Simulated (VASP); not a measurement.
Data:

```
PdTl2
1.0
    4.44427    -3.39927     0.00000
    4.44427     3.39927     0.00000
   -3.75125     0.00000     4.44635
Tl Pd
4 2
Direct
  0.49999   0.83217   0.16644
  0.50001   0.16783   0.83356
  0.16783   0.50001   0.33356
  0.83217   0.49999   0.66644
  0.00080   0.99920   0.25000
  0.99920   0.00080   0.75000
```

Method: LDA (Ceperley-Alder, Perdew-Zunger), VASP's LDA PAW potentials (set 64) (plane waves; VASP 6.6.1). Run with 300 eV cut-off, 3×3×4 Γ-centred mesh, Gaussian smearing of 0.14 eV, potentials Tl_d Pd.

Question: Give the energies of bands 29 to 42 at the high-symmetry points, in eV from the Fermi level.

Answer: 
```
band      Γ      A     I2     M2      Y     V2
----  -----  -----  -----  -----  -----  -----
29    -2.25  -2.81  -2.86  -2.83  -3.19  -2.84
30    -2.25  -2.81  -2.86  -2.83  -2.87  -2.49
31    -2.05  -2.79  -2.50  -2.80  -2.75  -1.97
32    -1.81  -2.79  -2.50  -2.80  -2.26  -1.96
33    -1.81  -1.72  -2.39  -1.73  -1.92  -1.79
34    -1.59  -1.72  -2.39  -1.73  -1.92  -1.76
35    -0.39  -1.26   0.65  -1.28  -1.75  -1.58
36    -0.22  -1.26   0.65  -1.28  -0.18   0.02
37    -0.19   1.43   1.11   1.31   0.98   0.06
38     0.16   1.43   1.11   1.31   3.43   1.01
39     0.61   2.79   2.51   2.73   3.94   1.47
40     0.61   2.79   2.51   2.73   3.96   1.48
41     0.70   4.67   4.15   4.78   4.29   3.90
42     2.30   4.67   4.15   4.78   4.63   5.42
```

It has no gap at this level: it comes out as a metal or semimetal.

The structure comes from a computed database's Tl2Pd entry; how it stands against other phases isn't given here. The cell was not relaxed at this level. The k-mesh is coarse (spacing up to 0.44 per Å, 2π included), so the numbers may not be converged in it.
